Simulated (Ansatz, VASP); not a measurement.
# Cross-check of ZnO (zincite) between VASP and Ansatz, part 2 of 2

Wanted: the spread between two codes on one cell, functional and k mesh. The cell is taken from a series of runs on this material, whose earlier steps may have relaxed, scaled, displaced or heated it; both programs get it as it stands.

VASP 6.6.1 and Ansatz 0.2.0.

So far. Step 2 (VASP: single point, r2SCAN, pair 1): The run ends at a pressure of 3.18 GPa, with forces up to 0.023 eV/Å.

## 5. Ansatz: single point, r2SCAN, pair 2

Level of this step: Ansatz beside VASP: Kohn-Sham DFT, plane waves, r2SCAN (Ansatz).

With cell and atoms fixed, the geometry can't cause a difference; cores, projectors, grids and the points listed under the comparison can. The cell compared in this pair holds 46.27 Å³, against 46.51 Å³ for the pair before.

The cell is taken from a series of runs on this material, whose earlier steps may have relaxed, scaled, displaced or heated it; both programs get it as it stands.

The input, input.yaml:

```yaml
crystal:
  lattice:
    - [3.1705050782, 0.0, 0.0]
    - [-1.5852525391, 2.7457379405, 0.0]
    - [0.0, 0.0, 5.3147341215]
  atoms:
    - { symbol: Zn, position: [0.3333333333, 0.6666666667, 0.5048384413] }
    - { symbol: Zn, position: [0.6666666667, 0.3333333333, 0.0048384413] }
    - { symbol: O, position: [0.6666666667, 0.3333333333, 0.3741715587] }
    - { symbol: O, position: [0.3333333333, 0.6666666667, 0.8741715587] }
kpoints:
  mp_grid: { grid: [9, 9, 4] }
hamiltonian:
  xc: r2scan
  pseudopotentials: { kind: paw, azcp: { folder: soft_1 } }
scf:
  occupations: { method: gaussian, width: 0.01 }
  n_extra_bands: 10
output:
  eigenvalues: true
  eigenstates:
    kpoints:
      - [0.0, 0.0, 0.0]
      - [0.004036812, -0.002018406, 0.0]
      - [0.0, 0.003495982, 0.0]
      - [0.0, 0.0, 0.00676693]
      - [0.002854457, 0.001044804, 0.0]
      - [0.002854457, -0.003899261, 0.0]
      - [0.002854457, -0.001427229, 0.004784942]
      - [0.002854457, -0.001427229, -0.004784942]
      - [0.0, 0.002472033, 0.004784942]
      - [0.0, 0.002472033, -0.004784942]
      - [0.002330655, 0.000853079, 0.003906889]
      - [0.002330655, 0.000853079, -0.003906889]
      - [0.002330655, -0.003183734, 0.003906889]
      - [-0.002330655, 0.003183734, 0.003906889]
      - [-0.004036812, 0.002018406, 0.0]
      - [0.0, -0.003495982, 0.0]
      - [0.0, 0.0, -0.00676693]
      - [-0.002854457, -0.001044804, 0.0]
      - [-0.002854457, 0.003899261, 0.0]
      - [-0.002854457, 0.001427229, -0.004784942]
      - [-0.002854457, 0.001427229, 0.004784942]
      - [0.0, -0.002472033, -0.004784942]
      - [0.0, -0.002472033, 0.004784942]
      - [-0.002330655, -0.000853079, -0.003906889]
      - [-0.002330655, -0.000853079, 0.003906889]
      - [-0.002330655, 0.003183734, -0.003906889]
      - [0.002330655, -0.003183734, -0.003906889]
      - [0.015138047, -0.007569023, 0.0]
      - [0.0, 0.013109933, 0.0]
      - [0.0, 0.0, 0.025375986]
      - [0.010704215, 0.003918015, 0.0]
      - [0.010704215, -0.01462223, 0.0]
      - [0.010704215, -0.005352108, 0.017943532]
      - [0.010704215, -0.005352108, -0.017943532]
      - [0.0, 0.009270123, 0.017943532]
      - [0.0, 0.009270123, -0.017943532]
      - [0.008739955, 0.003199046, 0.014650832]
      - [0.008739955, 0.003199046, -0.014650832]
      - [0.008739955, -0.011939001, 0.014650832]
      - [-0.008739955, 0.011939001, 0.014650832]
      - [-0.015138047, 0.007569023, 0.0]
      - [0.0, -0.013109933, 0.0]
      - [0.0, 0.0, -0.025375986]
      - [-0.010704215, -0.003918015, 0.0]
      - [-0.010704215, 0.01462223, 0.0]
      - [-0.010704215, 0.005352108, -0.017943532]
      - [-0.010704215, 0.005352108, 0.017943532]
      - [0.0, -0.009270123, -0.017943532]
      - [0.0, -0.009270123, 0.017943532]
      - [-0.008739955, -0.003199046, -0.014650832]
      - [-0.008739955, -0.003199046, 0.014650832]
      - [-0.008739955, 0.011939001, -0.014650832]
      - [0.008739955, -0.011939001, -0.014650832]
      - [0.0, 0.0, 0.0]
      - [0.004036812, -0.002018406, 0.0]
      - [0.0, 0.003495982, 0.0]
      - [0.0, 0.0, 0.00676693]
      - [0.002854457, 0.001044804, 0.0]
      - [0.002854457, -0.003899261, 0.0]
      - [0.002854457, -0.001427229, 0.004784942]
      - [0.002854457, -0.001427229, -0.004784942]
      - [0.0, 0.002472033, 0.004784942]
      - [0.0, 0.002472033, -0.004784942]
      - [0.002330655, 0.000853079, 0.003906889]
      - [0.002330655, 0.000853079, -0.003906889]
      - [0.002330655, -0.003183734, 0.003906889]
      - [-0.002330655, 0.003183734, 0.003906889]
      - [-0.004036812, 0.002018406, 0.0]
      - [0.0, -0.003495982, 0.0]
      - [0.0, 0.0, -0.00676693]
      - [-0.002854457, -0.001044804, 0.0]
      - [-0.002854457, 0.003899261, 0.0]
      - [-0.002854457, 0.001427229, -0.004784942]
      - [-0.002854457, 0.001427229, 0.004784942]
      - [0.0, -0.002472033, -0.004784942]
      - [0.0, -0.002472033, 0.004784942]
      - [-0.002330655, -0.000853079, -0.003906889]
      - [-0.002330655, -0.000853079, 0.003906889]
      - [-0.002330655, 0.003183734, -0.003906889]
      - [0.002330655, -0.003183734, -0.003906889]
      - [0.015138047, -0.007569023, 0.0]
      - [0.0, 0.013109933, 0.0]
      - [0.0, 0.0, 0.025375986]
      - [0.010704215, 0.003918015, 0.0]
      - [0.010704215, -0.01462223, 0.0]
      - [0.010704215, -0.005352108, 0.017943532]
      - [0.010704215, -0.005352108, -0.017943532]
      - [0.0, 0.009270123, 0.017943532]
      - [0.0, 0.009270123, -0.017943532]
      - [0.008739955, 0.003199046, 0.014650832]
      - [0.008739955, 0.003199046, -0.014650832]
      - [0.008739955, -0.011939001, 0.014650832]
      - [-0.008739955, 0.011939001, 0.014650832]
      - [-0.015138047, 0.007569023, 0.0]
      - [0.0, -0.013109933, 0.0]
      - [0.0, 0.0, -0.025375986]
      - [-0.010704215, -0.003918015, 0.0]
      - [-0.010704215, 0.01462223, 0.0]
      - [-0.010704215, 0.005352108, -0.017943532]
      - [-0.010704215, 0.005352108, 0.017943532]
      - [0.0, -0.009270123, -0.017943532]
      - [0.0, -0.009270123, 0.017943532]
      - [-0.008739955, -0.003199046, -0.014650832]
      - [-0.008739955, -0.003199046, 0.014650832]
      - [-0.008739955, 0.011939001, -0.014650832]
      - [0.008739955, -0.011939001, -0.014650832]
basis:
  ecutwfc: 600.0
checkpoint:
  read: start.run
  write: ck
  compress: false
  write_wavefunctions: false
  write_every: 100000
```

Started as:

```
> ansatz run input.yaml --threads 4 --pin off --max-ram 9216MiB --backend cpu --events-out ev --progress --plain --runs-dir out
```

Numbers of over 12 decimals in the logs are rounded to 6 here.

What it wrote:

```text
[...]
Crystal: 4 atoms, lattice volume = 46.267 Å³
Basis set: ecut = 600 eV, 1533 PW (Γ), exchange–correlation on 108×108×180 points (64 copies of the dense FFT grid, shifted against one another)
Bands: 28, of which v1, the nominal top of the filled ones, is band 18 counted from 1 (17 counted from 0)
Symmetry: 12 space group operations
[...]
k-points: 36 of 324 (time reversal used)
[...]
--- Band table (eV; the first three rows and the last of 36) ---
  k-point 0: bands = [... 14 lower, 6.4165, 7.1185, 7.2504, 7.2504, 8.4581, 13.3826, 15.8080, 21.5302, ... 6 higher]
  k-point 1: bands = [... 14 lower, 6.5405, 6.5405, 7.1302, 7.1302, 9.5498, 12.6516, 16.4669, 20.0468, ... 6 higher]
  k-point 2: bands = [... 14 lower, 6.8374, 6.8374, 6.8374, 6.8374, 11.1762, 11.1762, 17.9571, 17.9571, ... 6 higher]
  k-point 35: bands = [... 14 lower, 4.5232, 4.5232, 5.7627, 5.7627, 15.7007, 15.7007, 15.9195, 15.9195, ... 6 higher]
[key lines of the parts left out:]
SCF converged after 3 iterations
Free energy (F): -7789.847925 eV
Fermi energy:    7.854305 eV
```

## 6. VASP: single point, r2SCAN, pair 2

The same cell, functional, mesh and smearing now go to VASP, with its own data sets.

The input, INCAR:

```
SYSTEM = ZnO
PREC = Accurate
ENCUT = 580
EDIFF = 1E-06
NELM = 120
ISMEAR = 0
SIGMA = 0.01
LREAL = .FALSE.
ALGO = Normal
METAGGA = R2SCAN
LASPH = .TRUE.
NBANDS = 24
LORBIT = 11
LWAVE = .FALSE.
LCHARG = .FALSE.
ISIF = 2
GGA_COMPAT = .FALSE.
EFERMI = MIDGAP
LMIXTAU = .TRUE.
KPAR = 2
```

The input, POSCAR:

```
ZnO
1.0
    3.1705050782      0.0000000000      0.0000000000
   -1.5852525391      2.7457379405      0.0000000000
    0.0000000000      0.0000000000      5.3147341215
Zn O
2 2
Direct
    0.3333333334      0.6666666668      0.5048384413
    0.6666666668      0.3333333334      0.0048384413
    0.6666666668      0.3333333334      0.3741715587
    0.3333333334      0.6666666668      0.8741715587
```

The input, KPOINTS:

```
Automatic mesh
0
Gamma
9 9 4
0 0 0
```

Potentials, in the order of the species: Zn and O (PBE family, release 64).

Started as:

```
> mpirun -np 2 vasp_std
```

What it wrote:

```text
[banner, memory and clock lines left out]
running    2 mpi-ranks, on    1 nodes
[...]
[... a notice as in an earlier step ...]

 LDA part: xc-table for (None), standard interpolation
 POSCAR, INCAR and KPOINTS ok, starting setup
[...]
entering main loop
       N       E                     dE             d eps       ncg     rms          rms(c)
DAV:   1     0.278898626753E+03    0.27890E+03   -0.20281E+04  1752   0.242E+03
DAV:   2    -0.168491855035E+02   -0.29575E+03   -0.28029E+03  1864   0.460E+02
DAV:   3    -0.461018531932E+02   -0.29253E+02   -0.29032E+02  2056   0.148E+02
DAV:   4    -0.465505815611E+02   -0.44873E+00   -0.44858E+00  1936   0.193E+01
[...]
DAV:  26    -0.362887213441E+02   -0.57959E-05   -0.12165E-06  1288   0.146E-02    0.204E-03
DAV:  27    -0.362887269598E+02   -0.56157E-05   -0.11236E-06  1176   0.120E-02    0.267E-03
DAV:  28    -0.362887260617E+02    0.89812E-06   -0.14102E-07   936   0.381E-03
   1 F= -.36288726E+02 E0= -.36288726E+02  d E =0.000000E+00
```

From OUTCAR (step 6):

```text
  Total        1.5767242      1.5767242      0.2238462      0.0000000      0.0000000      0.0000000
  in kB       54.6005781     54.6005781      7.7515985      0.0000000      0.0000000      0.0000000
  external PRESSURE =      38.9842515 kB  Pullay stress =       0.0000000 kB

 POSITION                                       TOTAL-FORCE (eV/Angst)
 -----------------------------------------------------------------------------------
      0.00000      1.83049      2.68308         0.000000      0.000000      0.015781
      1.58525      0.91525      0.02572        -0.000000     -0.000000      0.015781
      1.58525      0.91525      1.98862         0.000000     -0.000000     -0.015781
      0.00000      1.83049      4.64599         0.000000      0.000000     -0.015781
 -----------------------------------------------------------------------------------
    total drift:                               -0.000000     -0.000001      0.040665

  FREE ENERGIE OF THE ION-ELECTRON SYSTEM (eV)
  ---------------------------------------------------
  free  energy   TOTEN  =       -36.2887260617 eV

  energy  without entropy=      -36.2887260617  energy(sigma->0) =      -36.28872606

[... 1 part as in an earlier step ...]

[... 2 further parts left out ...]
[key lines of the parts left out:]
E-fermi :   1.7334
```

The run ends at a pressure of 3.90 GPa, with forces up to 0.016 eV/Å.

## 7. Side by side

Both answers:

```tsv
quantity	Ansatz	VASP	difference
gap on the k mesh (eV)	1.208	1.209	-0.002
```

A gap on the mesh is an upper bound, since the band edges may lie between its points.

## 8. VASP: single point, r2SCAN, pair 3

A single point gives forces, pressure and levels at one fixed geometry, so differences don't come from the geometry; what else differs is listed under the comparison. The cell compared in this pair holds 47.23 Å³, against 46.27 Å³ for the pair before.

INCAR is that of step 6.

The input, POSCAR:

```
ZnO
1.0
    3.2352092634      0.0000000000      0.0000000000
   -1.6176046317      2.8017734087      0.0000000000
    0.0000000000      0.0000000000      5.2108005502
Zn O
2 2
Direct
    0.3333333334      0.6666666668      0.4996591124
    0.6666666668      0.3333333334      0.9996591124
    0.6666666668      0.3333333334      0.3793508876
    0.3333333334      0.6666666668      0.8793508876
```

KPOINTS is that of step 6.

Started as:

```
> mpirun -np 2 vasp_std
```

What it wrote:

```text
[... set-up lines as in an earlier step ...]
 entering main loop
       N       E                     dE             d eps       ncg     rms          rms(c)
DAV:   1     0.280784977768E+03    0.28078E+03   -0.20370E+04  1752   0.241E+03
DAV:   2    -0.165433799595E+02   -0.29733E+03   -0.28258E+03  1896   0.455E+02
DAV:   3    -0.461228498699E+02   -0.29579E+02   -0.29362E+02  2000   0.149E+02
DAV:   4    -0.465893833140E+02   -0.46653E+00   -0.46626E+00  1992   0.196E+01
[...]
DAV:  24    -0.363195893924E+02   -0.54106E-05   -0.51527E-06  1800   0.222E-02    0.188E-02
DAV:  25    -0.363195874560E+02    0.19364E-05   -0.80772E-06  2416   0.601E-02    0.290E-03
DAV:  26    -0.363195878912E+02   -0.43519E-06   -0.21436E-06  1320   0.293E-02
   1 F= -.36319588E+02 E0= -.36319588E+02  d E =0.000000E+00
```

OUTCAR, selected parts (step 8):

```text
  Total        0.1641999      0.1641999      0.1390888      0.0000000      0.0000000      0.0000000
  in kB        5.5698502      5.5698502      4.7180534      0.0000000      0.0000000      0.0000000
  external PRESSURE =       5.2859180 kB  Pullay stress =       0.0000000 kB

 POSITION                                       TOTAL-FORCE (eV/Angst)
 -----------------------------------------------------------------------------------
      0.00000      1.86785      2.60362         0.000000     -0.000000      0.009271
      1.61760      0.93392      5.20902        -0.000000      0.000000      0.009271
      1.61760      0.93392      1.97672         0.000000      0.000000     -0.009271
      0.00000      1.86785      4.58212        -0.000000      0.000000     -0.009271
 -----------------------------------------------------------------------------------
    total drift:                                0.000000     -0.000000      0.055112

  FREE ENERGIE OF THE ION-ELECTRON SYSTEM (eV)
  ---------------------------------------------------
  free  energy   TOTEN  =       -36.3195878912 eV

  energy  without entropy=      -36.3195878912  energy(sigma->0) =      -36.31958789

[... 1 part as in an earlier step ...]

[... 2 further parts left out ...]
[key lines of the parts left out:]
E-fermi :   1.5365
```

The run ends at a pressure of 0.53 GPa, with forces up to 0.0093 eV/Å.

## 9. Ansatz: single point, r2SCAN, pair 3

The same cell, functional, mesh and smearing now go to Ansatz.

The cell is taken from a series of runs on this material, whose earlier steps may have relaxed, scaled, displaced or heated it; both programs get it as it stands.

The input, input.yaml:

```yaml
crystal:
  lattice:
    - [3.2352092634, 0.0, 0.0]
    - [-1.6176046317, 2.8017734087, 0.0]
    - [0.0, 0.0, 5.2108005502]
  atoms:
    - { symbol: Zn, position: [0.3333333333, 0.6666666667, 0.4996591124] }
    - { symbol: Zn, position: [0.6666666667, 0.3333333333, -0.0003408876] }
    - { symbol: O, position: [0.6666666667, 0.3333333333, 0.3793508876] }
    - { symbol: O, position: [0.3333333333, 0.6666666667, 0.8793508876] }
kpoints:
  mp_grid: { grid: [9, 9, 4] }
hamiltonian:
  xc: r2scan
  pseudopotentials: { kind: paw, azcp: { folder: soft_1 } }
scf:
  occupations: { method: gaussian, width: 0.01 }
  n_extra_bands: 10
output:
  eigenvalues: true
  eigenstates:
    kpoints:
      - [0.0, 0.0, 0.0]
      - [0.004119196, -0.002059598, 0.0]
      - [0.0, 0.003567329, 0.0]
      - [0.0, 0.0, 0.006634597]
      - [0.002912712, 0.001066126, 0.0]
      - [0.002912712, -0.003978838, 0.0]
      - [0.002912712, -0.001456356, 0.004691369]
      - [0.002912712, -0.001456356, -0.004691369]
      - [0.0, 0.002522482, 0.004691369]
      - [0.0, 0.002522482, -0.004691369]
      - [0.002378219, 0.000870489, 0.003830487]
      - [0.002378219, 0.000870489, -0.003830487]
      - [0.002378219, -0.003248708, 0.003830487]
      - [-0.002378219, 0.003248708, 0.003830487]
      - [-0.004119196, 0.002059598, 0.0]
      - [0.0, -0.003567329, 0.0]
      - [0.0, 0.0, -0.006634597]
      - [-0.002912712, -0.001066126, 0.0]
      - [-0.002912712, 0.003978838, 0.0]
      - [-0.002912712, 0.001456356, -0.004691369]
      - [-0.002912712, 0.001456356, 0.004691369]
      - [0.0, -0.002522482, -0.004691369]
      - [0.0, -0.002522482, 0.004691369]
      - [-0.002378219, -0.000870489, -0.003830487]
      - [-0.002378219, -0.000870489, 0.003830487]
      - [-0.002378219, 0.003248708, -0.003830487]
      - [0.002378219, -0.003248708, -0.003830487]
      - [0.015446986, -0.007723493, 0.0]
      - [0.0, 0.013377483, 0.0]
      - [0.0, 0.0, 0.02487974]
      - [0.010922669, 0.003997974, 0.0]
      - [0.010922669, -0.014920643, 0.0]
      - [0.010922669, -0.005461334, 0.017592633]
      - [0.010922669, -0.005461334, -0.017592633]
      - [0.0, 0.009459309, 0.017592633]
      - [0.0, 0.009459309, -0.017592633]
      - [0.008918322, 0.003264332, 0.014364325]
      - [0.008918322, 0.003264332, -0.014364325]
      - [0.008918322, -0.012182654, 0.014364325]
      - [-0.008918322, 0.012182654, 0.014364325]
      - [-0.015446986, 0.007723493, 0.0]
      - [0.0, -0.013377483, 0.0]
      - [0.0, 0.0, -0.02487974]
      - [-0.010922669, -0.003997974, 0.0]
      - [-0.010922669, 0.014920643, 0.0]
      - [-0.010922669, 0.005461334, -0.017592633]
      - [-0.010922669, 0.005461334, 0.017592633]
      - [0.0, -0.009459309, -0.017592633]
      - [0.0, -0.009459309, 0.017592633]
      - [-0.008918322, -0.003264332, -0.014364325]
      - [-0.008918322, -0.003264332, 0.014364325]
      - [-0.008918322, 0.012182654, -0.014364325]
      - [0.008918322, -0.012182654, -0.014364325]
      - [0.0, 0.0, 0.0]
      - [0.004119196, -0.002059598, 0.0]
      - [0.0, 0.003567329, 0.0]
      - [0.0, 0.0, 0.006634597]
      - [0.002912712, 0.001066126, 0.0]
      - [0.002912712, -0.003978838, 0.0]
      - [0.002912712, -0.001456356, 0.004691369]
      - [0.002912712, -0.001456356, -0.004691369]
      - [0.0, 0.002522482, 0.004691369]
      - [0.0, 0.002522482, -0.004691369]
      - [0.002378219, 0.000870489, 0.003830487]
      - [0.002378219, 0.000870489, -0.003830487]
      - [0.002378219, -0.003248708, 0.003830487]
      - [-0.002378219, 0.003248708, 0.003830487]
      - [-0.004119196, 0.002059598, 0.0]
      - [0.0, -0.003567329, 0.0]
      - [0.0, 0.0, -0.006634597]
      - [-0.002912712, -0.001066126, 0.0]
      - [-0.002912712, 0.003978838, 0.0]
      - [-0.002912712, 0.001456356, -0.004691369]
      - [-0.002912712, 0.001456356, 0.004691369]
      - [0.0, -0.002522482, -0.004691369]
      - [0.0, -0.002522482, 0.004691369]
      - [-0.002378219, -0.000870489, -0.003830487]
      - [-0.002378219, -0.000870489, 0.003830487]
      - [-0.002378219, 0.003248708, -0.003830487]
      - [0.002378219, -0.003248708, -0.003830487]
      - [0.015446986, -0.007723493, 0.0]
      - [0.0, 0.013377483, 0.0]
      - [0.0, 0.0, 0.02487974]
      - [0.010922669, 0.003997974, 0.0]
      - [0.010922669, -0.014920643, 0.0]
      - [0.010922669, -0.005461334, 0.017592633]
      - [0.010922669, -0.005461334, -0.017592633]
      - [0.0, 0.009459309, 0.017592633]
      - [0.0, 0.009459309, -0.017592633]
      - [0.008918322, 0.003264332, 0.014364325]
      - [0.008918322, 0.003264332, -0.014364325]
      - [0.008918322, -0.012182654, 0.014364325]
      - [-0.008918322, 0.012182654, 0.014364325]
      - [-0.015446986, 0.007723493, 0.0]
      - [0.0, -0.013377483, 0.0]
      - [0.0, 0.0, -0.02487974]
      - [-0.010922669, -0.003997974, 0.0]
      - [-0.010922669, 0.014920643, 0.0]
      - [-0.010922669, 0.005461334, -0.017592633]
      - [-0.010922669, 0.005461334, 0.017592633]
      - [0.0, -0.009459309, -0.017592633]
      - [0.0, -0.009459309, 0.017592633]
      - [-0.008918322, -0.003264332, -0.014364325]
      - [-0.008918322, -0.003264332, 0.014364325]
      - [-0.008918322, 0.012182654, -0.014364325]
      - [0.008918322, -0.012182654, -0.014364325]
basis:
  ecutwfc: 600.0
checkpoint:
  read: start.run
  write: ck
  compress: false
  write_wavefunctions: false
  write_every: 100000
```

Started as:

```
> ansatz run input.yaml --threads 4 --pin off --max-ram 9216MiB --backend cpu --events-out ev --progress --plain --runs-dir out
```

What it wrote:

```text
[...]
Crystal: 4 atoms, lattice volume = 47.232 Å³
Basis set: ecut = 600 eV, 1581 PW (Γ), exchange–correlation on 108×108×180 points (64 copies of the dense FFT grid, shifted against one another)
Bands: 28, of which v1, the nominal top of the filled ones, is band 18 counted from 1 (17 counted from 0)
Symmetry: 12 space group operations
[...]
k-points: 36 of 324 (time reversal used)
[...]
--- Band table (eV; the first three rows and the last of 36) ---
  k-point 0: bands = [... 14 lower, 6.1035, 6.8214, 6.9184, 6.9184, 8.1531, 12.8012, 15.7489, 20.6898, ... 6 higher]
  k-point 1: bands = [... 14 lower, 6.2253, 6.2253, 6.8018, 6.8018, 9.2438, 12.2178, 16.2800, 20.0585, ... 6 higher]
  k-point 2: bands = [... 14 lower, 6.5162, 6.5162, 6.5162, 6.5162, 10.8542, 10.8542, 17.7577, 17.7577, ... 6 higher]
  k-point 35: bands = [... 14 lower, 4.1768, 4.1768, 5.6290, 5.6290, 15.4513, 15.4513, 15.6474, 15.6474, ... 6 higher]
[key lines of the parts left out:]
SCF converged after 3 iterations
Free energy (F): -7789.874604 eV
Fermi energy:    7.535752 eV
```

## 10. Differences

Both answers:

```tsv
quantity	Ansatz	VASP	difference
gap on the k mesh (eV)	1.235	1.234	0.000
```

A gap on the mesh is an upper bound, since the band edges may lie between its points.

## 11. Results

| Item | Value |
| --- | --- |
| difference in gap on the k mesh (single point, r2SCAN, pair 1) | -0.0015 eV |
| difference in gap on the k mesh (single point, r2SCAN, pair 2) | -0.0016 eV |
| difference in gap on the k mesh (single point, r2SCAN, pair 3) | 2.3e-4 eV |

In words: The difference in gap on the k mesh is -0.0016 eV (single point, r2SCAN, pair 2), within the 0.08 eV picked in this series as the mark of a large difference. 5 further runs of this series are not shown here. Such differences can come from data sets, numerical settings and the points named under the comparisons, not from the functional's error against experiment.

[Lines on the potential files, build, host, timing and source positions are cut from VASP's logs without a mark.]

[Logs are printed without paths, hosts, clocks, repeated set-up lines and the standing remarks that a program may print on its own settings, such as how far it seeks lower states.]

[Hosts, paths, dates, database ids (printed as entryN), source tags and the programs' standing remarks are cut or masked in the printed files.]
